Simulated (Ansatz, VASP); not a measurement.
**One calculation of K2CuBr2F2, two programs**

The input run.py:

```python
from ase.calculators.vasp import Vasp
from ase.dft.bandgap import bandgap
from ase.io import read

atoms = read('K2CuBr2F2.cif', primitive_cell=True, subtrans_included=False)
calc = Vasp(
    directory='calc',
    xc='revpbe',
    pp='PBE',
    setups='recommended',
    prec='Accurate',
    encut=520,
    ediff=1e-07,
    ismear=-1,
    sigma=0.05,
    lreal=False,
    lasph=True,
    nelm=100,
    algo='Fast',
    isif=2,
    lwave=False,
    lcharg=True,
    ivdw=12,
    lelf=True,
    lvhar=True,
    kpts=[5, 5, 4],
    gamma=True,
    nbands=38,
)
atoms.calc = calc

print('energy (eV):', atoms.get_potential_energy())
print('free energy (eV):', atoms.get_potential_energy(force_consistent=True))
print('forces (eV/A):')
print(atoms.get_forces())
print('stress (eV/A^3, Voigt):', atoms.get_stress())
print('Fermi level (eV):', calc.get_fermi_level())
gap, top, bottom = bandgap(calc)
print('band gap (eV):', gap, 'from (spin, k, band)', top, 'to', bottom)
```

Contents of K2CuBr2F2.cif:

```cif
data_K2CuBr2F2
_cell_length_a 4.96133506
_cell_length_b 4.96133506
_cell_length_c 6.54519170
_cell_angle_alpha 90.00000000
_cell_angle_beta 90.00000000
_cell_angle_gamma 90.00000000
_space_group_name_H-M_alt 'P4/mmm'
_space_group_name_Hall '-P 4 2'
_space_group_IT_number 123
loop_
_space_group_symop_operation_xyz
'x,y,z'
'-x,-y,-z'
'-y,x,z'
'y,-x,-z'
'-x,-y,z'
'x,y,-z'
'y,-x,z'
'-y,x,-z'
'x,-y,-z'
'-x,y,z'
'-y,-x,-z'
'y,x,z'
'-x,y,-z'
'x,-y,z'
'y,x,-z'
'-y,-x,z'
loop_
_atom_site_label
_atom_site_type_symbol
_atom_site_symmetry_multiplicity
_atom_site_Wyckoff_symbol
_atom_site_fract_x
_atom_site_fract_y
_atom_site_fract_z
_atom_site_occupancy
Br1 Br 2 f 0.5000000000 0.0000000000 0.0000000000 1
Cu1 Cu 1 a 0.0000000000 0.0000000000 0.0000000000 1
K1 K 2 e 0.5000000000 0.0000000000 0.5000000000 1
F1 F 1 d 0.5000000000 0.5000000000 0.5000000000 1
F2 F 1 b 0.0000000000 0.0000000000 0.5000000000 1
```

File input.yaml:

```yaml
crystal:
  lattice:
    - [4.96133506, 0.0, 0.0]
    - [0.0, 4.96133506, 0.0]
    - [0.0, 0.0, 6.5451917]
  atoms:
    - { symbol: Br, position: [0.5, 0.0, 0.0] }
    - { symbol: Br, position: [0.0, 0.5, 0.0] }
    - { symbol: Cu, position: [0.0, 0.0, 0.0] }
    - { symbol: K, position: [0.5, 0.0, 0.5] }
    - { symbol: K, position: [0.0, 0.5, 0.5] }
    - { symbol: F, position: [0.5, 0.5, 0.5] }
    - { symbol: F, position: [0.0, 0.0, 0.5] }
hamiltonian:
  xc: revpbe
  pseudopotentials: { kind: paw }
  dispersion: d3bj
kpoints:
  mp_grid: { grid: [5, 5, 4] }
scf:
  occupations: { method: fermi_dirac, width: 0.05 }
output:
  forces: true
  stress: true
  eigenvalues: true
```

Change from the starting cell: volume scaled by 0.96.

Alike in both runs: task single point; functional revPBE; dispersion D3(BJ); k mesh 5 × 5 × 4; occupations fermi-dirac, width 0.05 eV; no spin polarisation.

|  | VASP | Ansatz |
| --- | --- | --- |
| version | VASP 6.6.1 | Ansatz 0.2.0 |
| potentials or method | VASP PAW PBE potentials, release 64 (Br, Cu, K_sv, F) | Ansatz PAW |
| plane-wave cutoff (eV) | 520 | 420 |
| valence electrons in the cell | 57 | 65 |

Ansatz gave:

| Item | Value |
| --- | --- |
| gap on the k mesh at the Fermi level (eV) | none |
| pressure (GPa) | 1.5 |
| largest component of the traceless stress (GPa) | 0.76 |
| dispersion energy (meV/atom) | -368.9 |

Which values does VASP return?

gap on the k mesh at the Fermi level (eV): none; pressure (GPa): 1.6; largest component of the traceless stress (GPa): 0.92; dispersion energy (meV/atom): -368.9.

A gap of «none» marks a metal or a gap that the smearing closes. The two sets of potentials don't hold the same shells in valence.

Caveats: an odd number of electrons without spin polarisation forces a metal; a magnetic or distorted state may lie lower; the run has no spin polarisation, though such a crystal can be magnetic; semilocal functionals often make such compounds metallic where correlation or magnetic order opens a gap, which also shifts bond lengths; pairwise dispersion overbinds metals, which lowers pressure and volume; the PAW data sets were made with another functional, which shifts forces and pressure a little (VASP); the PAW data sets come from PBE, with cores solved anew for the run's functional, which leaves a small shift of forces and pressure (Ansatz).
